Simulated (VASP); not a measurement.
Wanted: the native input for a VASP 6.6.1 run.

```
Task                   : relaxation of cell and atoms
Functional             : PBEsol
Potentials or basis    : VASP PAW PBE potentials, release 64 (Ge, P)
Cutoff                 : 350 eV
k mesh                 : 2 × 2 × 2
Occupations            : gaussian, width 0.05 eV
Spin                   : no spin polarisation
Further INCAR settings : ALGO = Normal; EDIFF = 1e-06; IBRION = 2; EDIFFG = -0.01; NSW = 60; ISIF = 3
```

The structure of Ge53P lies in POSCAR:

```
Ge53P
1.0
    0.0000000000      8.5200000000      8.5200000000
    8.5200000000      0.0000000000      8.5200000000
    8.5200000000      8.5200000000      0.0000000000
Ge P
53 1
Direct
    0.0833333300      0.0833333300      0.0833333300
    0.0000000000      0.0000000000      0.3333333300
    0.0833333300      0.0833333300      0.4166666700
    0.0000000000      0.0000000000      0.6666666700
    0.0833333300      0.0833333300      0.7500000000
    0.0000000000      0.3333333300      0.0000000000
    0.0833333300      0.4166666700      0.0833333300
    0.0000000000      0.3333333300      0.3333333300
    0.0833333300      0.4166666700      0.4166666700
    0.0000000000      0.3333333300      0.6666666700
    0.0833333300      0.4166666700      0.7500000000
    0.0000000000      0.6666666700      0.0000000000
    0.0833333300      0.7500000000      0.0833333300
    0.0000000000      0.6666666700      0.3333333300
    0.0833333300      0.7500000000      0.4166666700
    0.0000000000      0.6666666700      0.6666666700
    0.0833333300      0.7500000000      0.7500000000
    0.3333333300      0.0000000000      0.0000000000
    0.4166666700      0.0833333300      0.0833333300
    0.3333333300      0.0000000000      0.3333333300
    0.4166666700      0.0833333300      0.4166666700
    0.3333333300      0.0000000000      0.6666666700
    0.4166666700      0.0833333300      0.7500000000
    0.3333333300      0.3333333300      0.0000000000
    0.4166666700      0.4166666700      0.0833333300
    0.3333333300      0.3333333300      0.3333333300
    0.4166666700      0.4166666700      0.4166666700
    0.3333333300      0.3333333300      0.6666666700
    0.4166666700      0.4166666700      0.7500000000
    0.3333333300      0.6666666700      0.0000000000
    0.4166666700      0.7500000000      0.0833333300
    0.3333333300      0.6666666700      0.3333333300
    0.4166666700      0.7500000000      0.4166666700
    0.3333333300      0.6666666700      0.6666666700
    0.4166666700      0.7500000000      0.7500000000
    0.6666666700      0.0000000000      0.0000000000
    0.7500000000      0.0833333300      0.0833333300
    0.6666666700      0.0000000000      0.3333333300
    0.7500000000      0.0833333300      0.4166666700
    0.6666666700      0.0000000000      0.6666666700
    0.7500000000      0.0833333300      0.7500000000
    0.6666666700      0.3333333300      0.0000000000
    0.7500000000      0.4166666700      0.0833333300
    0.6666666700      0.3333333300      0.3333333300
    0.7500000000      0.4166666700      0.4166666700
    0.6666666700      0.3333333300      0.6666666700
    0.7500000000      0.4166666700      0.7500000000
    0.6666666700      0.6666666700      0.0000000000
    0.7500000000      0.7500000000      0.0833333300
    0.6666666700      0.6666666700      0.3333333300
    0.7500000000      0.7500000000      0.4166666700
    0.6666666700      0.6666666700      0.6666666700
    0.7500000000      0.7500000000      0.7500000000
    0.0000000000      0.0000000000      0.0000000000
```

The cell was built by a generator and needn't be a form met in nature.

The input as run:

INCAR

```
ALGO = Normal
EDIFF = 1E-6
EDIFFG = -0.01
ENCUT = 350
GGA = PS
IBRION = 2
ISIF = 3
ISMEAR = 0
LASPH = True
LCHARG = False
LREAL = False
LWAVE = False
NELM = 100
NSW = 60
PREC = Accurate
SIGMA = 0.05
```

KPOINTS

```
k-points
0
Gamma
  2 2 2
```

Potentials or basis: VASP PAW PBE potentials, release 64 (Ge, P).

Launch:

```sh
$ cat potpaw_PBE.64/Ge/POTCAR potpaw_PBE.64/P/POTCAR > POTCAR
$ mpirun -np 1 vasp_std > vasp.out
```

It gave:

```yaml
Relaxed_volume: 23.20 Å³/atom
Relaxed_cell: a = 12.101 Å, b = 12.101 Å, c = 12.101 Å, α = 60.00°, β = 60.00°, γ = 60.00°
Space_group_after_relaxing_to_0.05_Å: F-43m (No. 216)
Energy_gained_by_relaxing: 1.4 meV/atom
Ionic_steps: 9
Pressure_after_relaxing: 0.0 GPa
Band_gap_on_the_k_mesh: none (metal or under the smearing width)
```

Caveat: the PAW data sets were made with another functional, which shifts forces and pressure a little.

Run time: 50 min on 1 thread of Intel(R) Xeon(R) Platinum 8488C (Sapphire Rapids), with other jobs on the host, peak memory 1.1 GiB.
